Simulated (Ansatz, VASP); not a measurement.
## Two plane-wave programs on HfPb2

File INCAR:

```
SYSTEM = HfPb2
ALGO     = Normal         ! electronic algorithm
EDIFF    = 1E-6           ! SCF threshold, eV
ENCUT    = 520            ! plane-wave cutoff, eV
GGA      = PE             ! functional
ISIF     = 2              ! what is computed and relaxed
ISMEAR   = 0              ! smearing method
LASPH    = .TRUE.         ! aspherical terms in the spheres
LCHARG   = .TRUE.         ! write CHGCAR
LELF     = .TRUE.         ! ELF
LREAL    = .FALSE.        ! projectors in reciprocal space
LVHAR    = .TRUE.       
LWAVE    = .FALSE.        ! write WAVECAR
NBANDS   = 26             ! bands
NELM     = 80             ! most SCF steps
PREC     = Accurate       ! precision mode
SIGMA    = 0.1            ! smearing width, eV
```

File KPOINTS:

```
k-points
0
G
  6 6 6
  0 0 0
```

POSCAR

```
HfPb2
1.0
   -1.9989675973      1.9989675973      4.9037173871
    1.9989675973     -1.9989675973      4.9037173871
    1.9989675973      1.9989675973     -4.9037173871
Hf Pb
1 2
Direct
    0.0000000000      0.0000000000      0.0000000000
    0.6650000000      0.6650000000      0.0000000000
    0.3350000000      0.3350000000      0.0000000000
```

Input for Ansatz:

```yaml
crystal:
  lattice:
    - [-1.9989675973, 1.9989675973, 4.9037173871]
    - [1.9989675973, -1.9989675973, 4.9037173871]
    - [1.9989675973, 1.9989675973, -4.9037173871]
  atoms:
    - { symbol: Hf, position: [0.0, 0.0, 0.0] }
    - { symbol: Pb, position: [0.665, 0.665, 0.0] }
    - { symbol: Pb, position: [0.335, 0.335, 0.0] }
basis:
  ecutwfc: 420
kpoints:
  mp_grid: { grid: [6, 6, 6] }
hamiltonian:
  xc: pbe
scf:
  occupations: { method: gaussian, width: 0.1 }
  lower_state_search: "off"
output:
  forces: true
  stress: true
  eigenvalues: true
```

Alike in both runs: task single point; functional PBE; k mesh 6 × 6 × 6; occupations gaussian, width 0.1 eV; no spin polarisation.

```csv
,VASP,Ansatz
version,VASP 6.6.1,Ansatz 0.2.0
potentials or method,"VASP PAW PBE potentials, release 64 (Hf_pv, Pb_d)","scalar-relativistic, plane waves, PAW"
plane-wave cutoff (eV),520,420
valence electrons in the cell,38,54
```

```csv
,VASP,Ansatz,Ansatz less VASP
gap on the k mesh at the Fermi level (eV),none,none,-
pressure (GPa),-1.3,-1.1,+0.20
largest component of the traceless stress (GPa),2.05,2.06,+0.012
rms of the force components (eV/Å),0.214,0.211,-0.0031
```

Atom by atom the forces differ by 0.003 eV/Å (rms over components). A gap of «none» marks a metal or a gap that the smearing closes. The two sets of potentials don't hold the same shells in valence.

Caveats: the k mesh is coarse (spacing up to 0.37 Å⁻¹), so the values aren't converged. The runs have no spin-orbit coupling, so splittings on Hf, Pb are missing.
